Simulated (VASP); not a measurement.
Crystal: GaAs.

```
Ga As
1.0
     0.00000    2.83447    2.83447
     2.83447    0.00000    2.83447
     2.83447    2.83447    0.00000
Ga As
1 1
Direct
  0.00000 0.00000 0.00000
  0.75000 0.75000 0.75000
```

The cell is a database's computed one.

Base run:

```yaml
Program: VASP 6.6.1
Functional: PBE
Potentials_or_basis: VASP PAW PBE potentials, release 64 (Ga_d, As)
Cutoff: 600 eV
k_mesh: 10 × 10 × 10
Occupations: gaussian, width 0.02 eV
Spin: no spin polarisation
```

Its results: band gap on the k mesh 0.46 eV, direct.

After a change of settings the same cell gave: band gap on the k mesh 0.27 eV, direct. Which change was it?
A. functional from PBE to r2SCAN; cutoff from 600 eV to 450 eV
B. cutoff from 600 eV to 450 eV
C. functional from PBE to LDA; potentials or basis from VASP PAW PBE potentials, release 64 (Ga_d, As) to VASP PAW LDA potentials, release 64 (Ga_d, As); cutoff from 600 eV to 450 eV

C.
